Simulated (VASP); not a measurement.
# TiTePbS with revPBE: from relaxation to properties, part 3 of 5

Wanted: the relaxed cell of TiTePbS and its properties. The cell is invented: it takes the structure of a Materials Project entry for TePb2S (space group 123 there), with some of its atoms replaced by other elements, volume scaled by an estimate. It may not be a known or stable phase.

VASP 6.6.1, plane waves and PAW; the level of theory is named at each step.

Still holding for the runs below: This run has no spin polarisation, although Ti can carry a moment. The k-mesh is coarse for a metal.

So far. Step 2 (Rough relaxation of the start cell): It ends with forces that vanish by symmetry and a pressure of -0.01 GPa. Step 3 (Relaxing cell and atoms (revPBE)): It ends with forces that vanish by symmetry and a pressure of 0.02 GPa. The relaxed cell has a = 4.106, c = 6.126 Å (conventional setting).

## Step 4: Density, ELF and potential (revPBE)

Level of this step: revPBE, no spin polarisation; plane waves and PAW (Pb_d, Te, Ti_sv, S); invented cell (VASP).

A single point on the relaxed cell gives a clean self-consistent state, with density, ELF and potential written out.

INCAR

```
SYSTEM = TiTePbS
PREC = Accurate
ENCUT = 400
EDIFF = 1E-06
NELM = 100
ISMEAR = 0
SIGMA = 0.05
LREAL = .FALSE.
ALGO = Normal
GGA = RE
NBANDS = 25
LORBIT = 11
LWAVE = .FALSE.
LCHARG = .TRUE.
ISIF = 2
LELF = .TRUE.
LVHAR = .TRUE.
```

POSCAR

```
TiTePbS
1.0
    4.1063267957      0.0000000000      0.0000000000
    0.0000000000      4.1063267957      0.0000000000
    0.0000000000      0.0000000000      6.1264836247
Pb Te Ti S
1 1 1 1
Direct
    0.5000000000      0.5000000000      0.5000000000
    0.5000000000      0.5000000000      0.0000000000
    0.0000000000      0.0000000000      0.0000000000
    0.0000000000      0.0000000000      0.5000000000
```

KPOINTS

```
Automatic mesh
0
Gamma
5 5 3
0 0 0
```

PAW data sets: Pb_d, Te, Ti_sv and S (PBE family, release 64).

On the command line:

```sh
mpirun -np 2 vasp_std
```

The program printed:

```text
[banner, memory and clock lines left out]
running    2 mpi-ranks, on    1 nodes
 distrk:  each k-point on    2 cores,    1 groups
 distr:  one band on    1 cores,    2 groups

 POSCAR found type information on POSCAR PbTeTiS
 POSCAR found :  4 types and       4 ions
 [... a notice as in an earlier step ...]

 LDA part: xc-table for (Slater+PW92), standard interpolation
|                                                                             |
|           W    W    AA    RRRRR   N    N  II  N    N   GGGG   !!!           |
|           W    W   A  A   R    R  NN   N  II  NN   N  G    G  !!!           |
|           W    W  A    A  R    R  N N  N  II  N N  N  G       !!!           |
|           W WW W  AAAAAA  RRRRR   N  N N  II  N  N N  G  GGG   !            |
|           WW  WW  A    A  R   R   N   NN  II  N   NN  G    G                |
|           W    W  A    A  R    R  N    N  II  N    N   GGGG   !!!           |
|                                                                             |
|     The number of bands has been changed from the values supplied in        |
|     The orbitals not found in the WAVECAR file will be initialized with     |
|     random numbers, which is usually adequate. For correlated               |
|     calculations, however, you should redo the groundstate calculation.     |
|     I found NBANDS = 25. Now, NBANDS = 26.                                  |
|                                                                             |

 POSCAR, INCAR and KPOINTS ok, starting setup
 FFT: planning ... GRIDC
 FFT: planning ... GRID_SOFT
 FFT: planning ... GRID
 WAVECAR not read
 entering main loop
       N       E                     dE             d eps       ncg     rms          rms(c)
DAV:   1     0.349448141409E+03    0.34945E+03   -0.15393E+04   624   0.126E+03
DAV:   2     0.177239575518E+02   -0.33172E+03   -0.32432E+03   634   0.369E+02
DAV:   3    -0.189093723523E+02   -0.36633E+02   -0.35942E+02   952   0.131E+02
DAV:   4    -0.207472076037E+02   -0.18378E+01   -0.18032E+01   892   0.257E+01
DAV:   5    -0.208192069104E+02   -0.71999E-01   -0.71837E-01   884   0.480E+00    0.141E+01
DAV:   6    -0.212982255093E+02   -0.47902E+00   -0.65827E+01   820   0.274E+01    0.173E+01
DAV:   7    -0.186074425654E+02    0.26908E+01   -0.62484E+01   784   0.305E+01    0.542E+00
DAV:   8    -0.184455024549E+02    0.16194E+00   -0.15182E+00   732   0.629E+00    0.168E+00
DAV:   9    -0.184260989858E+02    0.19403E-01   -0.17454E-01   886   0.200E+00    0.933E-01
DAV:  10    -0.184283944041E+02   -0.22954E-02   -0.20444E-02   984   0.889E-01    0.431E-01
DAV:  11    -0.184310598509E+02   -0.26654E-02   -0.56554E-03   990   0.499E-01    0.171E-01
DAV:  12    -0.184312156049E+02   -0.15575E-03   -0.13312E-03   744   0.232E-01    0.447E-02
DAV:  13    -0.184312304536E+02   -0.14849E-04   -0.12303E-04   934   0.681E-02    0.363E-02
DAV:  14    -0.184312333201E+02   -0.28665E-05   -0.26001E-05   776   0.328E-02    0.106E-02
DAV:  15    -0.184312343889E+02   -0.10687E-05   -0.44807E-06   718   0.124E-02    0.948E-03
DAV:  16    -0.184312345169E+02   -0.12803E-06   -0.70905E-07   400   0.614E-03
   1 F= -.18431235E+02 E0= -.18424726E+02  d E =-.130165E-01
```

The job ended after 28 s (2 MPI ranks of AMD EPYC 7R43, shared host; peak memory 0.24 GiB).

From OUTCAR (step 4):

```text
  LATTYP: Found a simple tetragonal cell.
 ALAT       =     4.1063267957
 C/A-ratio  =     1.4919620209

The static configuration has the point symmetry D_4h.

 Found     12 irreducible k-points:

   k-points           NKPTS =     12   k-points in BZ     NKDIM =     12   number of bands    NBANDS=     26

   ENCUT  =  400.0 eV  29.40 Ry    5.42 a.u.   6.70  6.70  9.99*2*pi/ulx,y,z

   NELECT =      38.0000    total number of electrons

 E-fermi :   7.4010

 k-point     1 :       0.0000    0.0000    0.0000
  band No.  band energies     occupation
    ...
     18       5.1981      2.00000
     19       6.0715      2.00000
     20       7.0869      2.00000
     21       7.3992      1.03996
     22       7.3992      1.03996
     23       7.6476      0.00000
     24       8.9698      0.00000
     25      11.4319      0.00000
     26      12.3861      0.00000

 k-point     2 :       0.2000    0.0000    0.0000
  band No.  band energies     occupation
    ...
     15       3.6613      2.00000
     16       4.6111      2.00000
     17       4.6626      2.00000
     18       4.7186      2.00000
     19       6.7561      2.00000
     20       7.4352      0.33240
     21       7.5491      0.00003
     22       7.6822      0.00000
     23       8.0559      0.00000
     24      10.3217      0.00000
    ...

  Total       -0.0216385     -0.0216385     -0.0099705      0.0000000      0.0000000      0.0000000
  in kB       -0.3355976     -0.3355976     -0.1546356      0.0000000      0.0000000      0.0000000
  external PRESSURE =      -0.2752770 kB  Pullay stress =       0.0000000 kB

  energy-cutoff  :      400.00
  volume of cell :      103.30
      direct lattice vectors                 reciprocal lattice vectors
     4.106326796  0.000000000  0.000000000     0.243526648  0.000000000  0.000000000
     0.000000000  4.106326796  0.000000000     0.000000000  0.243526648  0.000000000
     0.000000000  0.000000000  6.126483625     0.000000000  0.000000000  0.163225769

 POSITION                                       TOTAL-FORCE (eV/Angst)
 -----------------------------------------------------------------------------------
      2.05316      2.05316      3.06324         0.000000      0.000000      0.000000
      2.05316      2.05316      0.00000         0.000000      0.000000      0.000000
      0.00000      0.00000      0.00000         0.000000      0.000000      0.000000
      0.00000      0.00000      3.06324         0.000000      0.000000      0.000000
 -----------------------------------------------------------------------------------
    total drift:                                0.000000      0.000000      0.000000

  FREE ENERGIE OF THE ION-ELECTRON SYSTEM (eV)
  ---------------------------------------------------
  free  energy   TOTEN  =       -18.4312345169 eV

  energy  without entropy=      -18.4182179955  energy(sigma->0) =      -18.42472626

 total charge
# of ion       s       p       d       tot
------------------------------------------
    1        1.472   0.569   9.855  11.896
    2        1.346   2.071   0.049   3.466
    3        2.107   6.025   1.934  10.066
    4        1.347   2.338   0.000   3.685
--------------------------------------------------
tot          6.272  11.003  11.838  29.112

[... 3 parts as in an earlier step ...]

[... 6 further parts left out ...]
```

This step gave:

```yaml
scf_cycles: 16
bands: 26
fermi_energy: 7.401 eV
pressure: -0.02753 GPa
```

Valence electrons inside each PAW sphere by angular momentum. Sphere charges, by row:

```
atom  s (e)  p (e)  d (e)  tot (e)
 Pb1  1.472  0.569  9.855     11.9
 Te2  1.346  2.071  0.049    3.466
 Ti3  2.107  6.025  1.934    10.07
  S4  1.347  2.338      0    3.685
```

Electrostatic potential energy in the ac plane at fractional y = 0.000, with atoms of Ti and S within 0.2 Å of it. With pseudopotentials it is smooth inside the atoms' cores, unlike the true potential.

Ten even steps from '_' (-73 eV) to '@' (3 eV), each cell a mean:
```
__..==##@@@@@@@@@@@@%%**--..
::--**%%@@@@@@@@@@@@@@%%++--
**##%%@@@@@@@@@@@@@@@@@@%%##
%%@@@@@@@@@@@@@@@@@@@@@@@@%%
@@@@@@@@@@@@@@@@@@@@@@@@@@@@
@@@@@@@@@@@@@@@@@@@@@@@@@@@@
%%@@@@@@@@@@@@@@@@@@@@@@@@@@
--++%%@@@@@@@@@@@@@@@@@@##==
____++%%@@@@@@@@@@@@@@%%--__
____--%%@@@@@@@@@@@@@@##..__
____==%%@@@@@@@@@@@@@@%%::__
::--##@@@@@@@@@@@@@@@@@@**--
##%%@@@@@@@@@@@@@@@@@@@@%%%%
@@@@@@@@@@@@@@@@@@@@@@@@@@@@
@@@@@@@@@@@@@@@@@@@@@@@@@@@@
@@@@@@@@@@@@@@@@@@@@@@@@@@@@
##%%%%@@@@@@@@@@@@@@@@@@%%##
==++##%%@@@@@@@@@@@@@@%%**==
..::++##@@@@@@@@@@@@%%##--..
__..==##@@@@@@@@@@@@%%**::__
```
Columns run along a (4.1 Å; values clipped at the 3rd and 97th percentile), rows up along c (6.1 Å). Atoms in or near the plane, at fractional coordinates: Ti at (0.00, 0.00), S at (0.00, 0.50).

ELF in the ac plane at fractional y = 0.000, with atoms of Ti and S within 0.2 Å of it. It is the smooth field of the valence electrons, not physical close to the nuclei.

Values, 20 rows by 14 columns, each cell a mean:
```
0.88 0.77 0.46 0.19 0.08 0.13 0.18 0.19 0.17 0.11 0.09 0.25 0.59 0.81
0.59 0.54 0.37 0.17 0.10 0.14 0.17 0.18 0.16 0.13 0.10 0.21 0.45 0.56
0.17 0.18 0.14 0.10 0.11 0.13 0.14 0.14 0.14 0.13 0.10 0.11 0.16 0.17
0.05 0.05 0.07 0.09 0.10 0.10 0.09 0.09 0.09 0.10 0.10 0.08 0.06 0.05
0.28 0.26 0.20 0.14 0.09 0.06 0.05 0.05 0.05 0.07 0.11 0.16 0.22 0.27
0.72 0.68 0.54 0.36 0.16 0.07 0.03 0.03 0.04 0.09 0.23 0.41 0.60 0.70
0.86 0.84 0.76 0.61 0.32 0.12 0.04 0.03 0.06 0.16 0.44 0.66 0.81 0.85
0.83 0.85 0.84 0.76 0.50 0.22 0.06 0.04 0.09 0.28 0.63 0.79 0.85 0.84
0.62 0.74 0.84 0.82 0.60 0.29 0.07 0.05 0.13 0.37 0.72 0.83 0.82 0.71
0.30 0.57 0.83 0.84 0.65 0.33 0.09 0.06 0.15 0.42 0.76 0.84 0.76 0.48
0.46 0.66 0.84 0.83 0.63 0.31 0.08 0.05 0.14 0.40 0.74 0.84 0.79 0.60
0.80 0.83 0.85 0.79 0.54 0.24 0.06 0.04 0.11 0.31 0.67 0.81 0.85 0.82
0.87 0.86 0.80 0.69 0.39 0.16 0.04 0.03 0.07 0.21 0.52 0.72 0.83 0.86
0.80 0.77 0.64 0.45 0.20 0.08 0.03 0.03 0.04 0.10 0.29 0.51 0.70 0.78
0.46 0.42 0.31 0.20 0.10 0.06 0.04 0.04 0.05 0.07 0.14 0.23 0.36 0.44
0.07 0.07 0.09 0.09 0.09 0.08 0.07 0.07 0.08 0.08 0.09 0.09 0.08 0.07
0.10 0.11 0.10 0.09 0.11 0.12 0.12 0.12 0.12 0.12 0.10 0.09 0.11 0.10
0.41 0.39 0.28 0.14 0.10 0.14 0.16 0.16 0.15 0.13 0.10 0.17 0.34 0.40
0.82 0.72 0.44 0.19 0.08 0.13 0.18 0.19 0.17 0.12 0.09 0.25 0.56 0.76
0.94 0.83 0.47 0.19 0.07 0.13 0.19 0.20 0.17 0.11 0.09 0.25 0.63 0.88
```
Columns run along a (4.1 Å), rows up along c (6.1 Å). Atoms in or near the plane, at fractional coordinates: Ti at (0.00, 0.00), S at (0.00, 0.50).

Valence density in the ac plane at fractional y = 0.000, with atoms of Ti and S within 0.2 Å of it. It is the smooth field of the valence electrons, not physical close to the nuclei.

Ten steps, logarithmic in the rise over the least value, from '_' (0 e/Å³) to '@' (13 e/Å³), each cell a mean:
```
@@%%**--..............--##%%
##**==::....______....::++##
----::..____________....::--
......________________......
......__________________....
::::....______________....::
----::....__________..::::--
====--::....______..::--====
======--::..______..::--====
__--==--::..____....::====--
--====--::..______..::======
======--....______..::--====
==----::..__________..::--==
::::....____________....::::
......________________......
......__________________....
::::....____________....::::
**++--::..________....::==++
@@%%++--..............--**%%
@@@@**--............::==##@@
```
Columns run along a (4.1 Å), rows up along c (6.1 Å). Atoms in or near the plane, at fractional coordinates: Ti at (0.00, 0.00), S at (0.00, 0.50).

In this run the pressure is -0.03 GPa, small enough to go on.

## Step 5: Band structure (revPBE)

Levels along the symmetry lines show where the bands peak and cross; KPOINTS_OPT computes them in the converged potential.

INCAR

```
SYSTEM = TiTePbS
PREC = Accurate
ENCUT = 400
EDIFF = 1E-06
NELM = 100
ISMEAR = 0
SIGMA = 0.05
LREAL = .FALSE.
ALGO = Normal
GGA = RE
NBANDS = 33
LORBIT = 11
LWAVE = .FALSE.
LCHARG = .FALSE.
KPAR = 2
```

POSCAR is that of step 4.

KPOINTS is that of step 4.

KPOINTS_OPT

```
Line mode
16
Line-mode
Reciprocal
  0.00000000   0.00000000   0.00000000 GAMMA
  0.00000000   0.50000000   0.00000000 X

  0.00000000   0.50000000   0.00000000 X
  0.50000000   0.50000000   0.00000000 M

  0.50000000   0.50000000   0.00000000 M
  0.00000000   0.00000000   0.00000000 GAMMA

  0.00000000   0.00000000   0.00000000 GAMMA
  0.00000000   0.00000000   0.50000000 Z

  0.00000000   0.00000000   0.50000000 Z
  0.00000000   0.50000000   0.50000000 R

  0.00000000   0.50000000   0.50000000 R
  0.50000000   0.50000000   0.50000000 A

  0.50000000   0.50000000   0.50000000 A
  0.00000000   0.00000000   0.50000000 Z

  0.00000000   0.50000000   0.00000000 X
  0.00000000   0.50000000   0.50000000 R

  0.50000000   0.50000000   0.00000000 M
  0.50000000   0.50000000   0.50000000 A
```

On the command line:

```sh
mpirun -np 2 vasp_std
```

The program printed:

```text
[... set-up lines as in an earlier step ...]
 entering main loop
       N       E                     dE             d eps       ncg     rms          rms(c)
DAV:   1     0.356409739653E+03    0.35641E+03   -0.14641E+04   792   0.992E+02
DAV:   2     0.134678905176E+02   -0.34294E+03   -0.32534E+03   840   0.311E+02
DAV:   3    -0.190432584540E+02   -0.32511E+02   -0.31687E+02  1007   0.107E+02
DAV:   4    -0.207740309378E+02   -0.17308E+01   -0.17190E+01  1120   0.238E+01
DAV:   5    -0.208198960067E+02   -0.45865E-01   -0.45845E-01  1048   0.346E+00    0.141E+01
DAV:   6    -0.214492393645E+02   -0.62934E+00   -0.50032E+01   990   0.216E+01    0.173E+01
DAV:   7    -0.186974412152E+02    0.27518E+01   -0.56978E+01   915   0.242E+01    0.531E+00
DAV:   8    -0.184259980342E+02    0.27144E+00   -0.10426E+00   904   0.472E+00    0.156E+00
DAV:   9    -0.184256587544E+02    0.33928E-03   -0.86145E-02  1158   0.140E+00    0.833E-01
DAV:  10    -0.184299504727E+02   -0.42917E-02   -0.12166E-02  1150   0.714E-01    0.312E-01
DAV:  11    -0.184311060804E+02   -0.11556E-02   -0.14237E-03  1028   0.218E-01    0.109E-01
DAV:  12    -0.184311943213E+02   -0.88241E-04   -0.23652E-04  1093   0.906E-02    0.506E-02
DAV:  13    -0.184312326284E+02   -0.38307E-04   -0.71535E-05   918   0.449E-02    0.236E-02
DAV:  14    -0.184312342196E+02   -0.15912E-05   -0.13397E-05   853   0.188E-02    0.575E-03
DAV:  15    -0.184312348691E+02   -0.64951E-06   -0.21431E-06   852   0.691E-03
   1 F= -.18431235E+02 E0= -.18424727E+02  d E =-.130152E-01
 Start KPOINTS_OPT (optional k-point list driver)
k-point batch [1-12\144]
       N       E                     dE             ncg
DAV:   1     0.600306634322E+03   -0.26064E+04      800
DAV:   2    -0.354213420189E+04   -0.41424E+04      844
DAV:   3    -0.395003208539E+04   -0.40790E+03     1080
DAV:   4    -0.396948938143E+04   -0.19457E+02     1112
DAV:   5    -0.396997726314E+04   -0.48788E+00     1072
DAV:   6    -0.396999113094E+04   -0.13868E-01     1150
DAV:   7    -0.396999131292E+04   -0.18198E-03     1111
DAV:   8    -0.396999131677E+04   -0.38494E-05     1053
DAV:   9    -0.396999131685E+04   -0.77836E-07      774
[...]
k-point batch [133-144\144]
       N       E                     dE             ncg
DAV:   1     0.295539648322E+03   -0.13418E+05      792
DAV:   2    -0.369296707133E+04   -0.39885E+04      834
DAV:   3    -0.404627132048E+04   -0.35330E+03     1107
DAV:   4    -0.406012052608E+04   -0.13849E+02     1104
DAV:   5    -0.406054247309E+04   -0.42195E+00     1072
DAV:   6    -0.406054976003E+04   -0.72869E-02     1128
DAV:   7    -0.406054987253E+04   -0.11250E-03     1072
DAV:   8    -0.406054987390E+04   -0.13636E-05      960
DAV:   9    -0.406054987397E+04   -0.73795E-07      704
```

Wall time 3 min (2 MPI ranks); peak memory 0.34 GiB.

Parts of OUTCAR (step 5):

```text
   k-points           NKPTS =     12   k-points in BZ     NKDIM =     12   number of bands    NBANDS=     33

   NELECT =      38.0000    total number of electrons

 E-fermi :   7.4009

 k-point     1 :       0.0000    0.0000    0.0000
  band No.  band energies     occupation
    ...
     18       5.1982      2.00000
     19       6.0715      2.00000
     20       7.0868      2.00000
     21       7.3991      1.04047
     22       7.3991      1.04047
     23       7.6476      0.00000
     24       8.9699      0.00000
     25      11.4319      0.00000
     26      12.3847      0.00000
     27      12.3847      0.00000
    ...

  Total       -0.0135331     -0.0135331     -0.0034429      0.0000000      0.0000000      0.0000000
  in kB       -0.2098884     -0.2098884     -0.0533970      0.0000000      0.0000000      0.0000000
  external PRESSURE =      -0.1577246 kB  Pullay stress =       0.0000000 kB

  FREE ENERGIE OF THE ION-ELECTRON SYSTEM (eV)
  ---------------------------------------------------
  free  energy   TOTEN  =       -18.4312348691 eV

  energy  without entropy=      -18.4182196758  energy(sigma->0) =      -18.42472727

[... 9 parts as in an earlier step ...]

[... 8 further parts left out ...]
```

Spin-orbit coupling is off here; with elements this heavy it splits and shifts levels by tenths of an eV or more.

This step gave:

| Property | Result |
| --- | --- |
| SCF cycles | 15 |
| bands | 33 |
| pressure | -0.01577 GPa |

Electronic bands along the path, in eV, zero at the Fermi level; # counts the bands kept, so #1 is VASP's band 12:

```
          point     #5     #6     #7     #8     #9   #10   #11   #12
              Γ  -2.38  -2.20  -2.20  -1.33  -0.31  0.00  0.00  0.25
0.53 of the way  -2.98  -2.82  -2.45  -0.37   0.06  0.24  0.30  1.17
              X  -3.60  -2.63  -1.26   0.11   0.25  0.34  0.44  0.60
0.53 of the way  -4.05  -3.49  -3.23  -0.38  -0.15  0.34  0.47  1.20
              M  -4.01  -4.01  -3.34  -0.75  -0.75  0.27  0.53  0.78
0.47 of the way  -3.50  -3.13  -2.20  -0.43   0.24  0.30  0.33  0.47
              Γ  -2.38  -2.20  -2.20  -1.33  -0.31  0.00  0.00  0.25
0.53 of the way  -2.56  -2.35  -2.35  -1.32  -0.31  0.14  0.14  0.64
              Z  -2.48  -2.48  -2.15  -1.31  -0.31  0.25  0.25  0.54
0.47 of the way  -3.20  -3.06  -1.97  -0.51   0.29  0.58  0.86  0.90
              R  -2.69  -2.58  -1.20  -0.23   0.26  0.30  0.34  1.18
0.53 of the way  -4.11  -3.54  -1.83  -0.01   0.41  0.54  0.60  1.14
              A  -4.67  -3.87  -1.23  -0.22  -0.22  0.31  0.32  0.53
0.53 of the way  -3.54  -2.53  -1.67   0.04   0.05  0.20  0.72  1.02
              Z  -2.48  -2.48  -2.15  -1.31  -0.31  0.25  0.25  0.54
      jump to X  -3.60  -2.63  -1.26   0.11   0.25  0.34  0.44  0.60
0.47 of the way  -3.57  -2.66  -1.29   0.10   0.21  0.30  0.58  0.98
              R  -2.69  -2.58  -1.20  -0.23   0.26  0.30  0.34  1.18
      jump to M  -4.01  -4.01  -3.34  -0.75  -0.75  0.27  0.53  0.78
0.47 of the way  -4.28  -3.60  -3.25  -0.50  -0.50  0.30  0.53  0.76
              A  -4.67  -3.87  -1.23  -0.22  -0.22  0.31  0.32  0.53
```

Of the projections kept (Pb, Te, Ti, S), the largest for each band there; the rest of the weight can lie on other orbitals:

```
point       #5       #6       #7       #8       #9      #10      #11      #12
    Γ   S 0.66  Te 0.78  Te 0.78  Ti 0.95  Ti 0.96  Ti 0.99  Ti 0.99  Ti 0.97
    X  Te 0.58   S 0.94   S 0.66  Ti 1.00  Ti 0.92  Ti 0.89  Ti 0.93  Pb 0.55
    M  Te 0.60  Te 0.60   S 0.96  Ti 0.96  Ti 0.96  Ti 0.97  Ti 1.00  Ti 0.81
    Γ   S 0.66  Te 0.78  Te 0.78  Ti 0.95  Ti 0.96  Ti 0.99  Ti 0.99  Ti 0.97
    Z  Te 0.92  Te 0.92  Te 0.65  Ti 0.95  Ti 0.96  Ti 0.96  Ti 0.96  Ti 0.57
    R   S 0.90  Te 0.56   S 0.37  Pb 0.68  Pb 0.79  Ti 0.99  Ti 0.96  Pb 0.97
```

There is no gap at this level.

[end of part 3 of 5]

[Lines on the potential files, build, host, timing and source positions are cut from VASP's logs without a mark.]

[Logs are printed without paths, hosts, clocks, repeated set-up lines and the standing remarks that a program may print on its own settings, such as how far it seeks lower states.]

[Hosts, paths, dates, database ids (printed as entryN), source tags and the programs' standing remarks are cut or masked in the printed files.]

[A measured line is paired with the nearest computed mode of its activity, which favours agreement.]
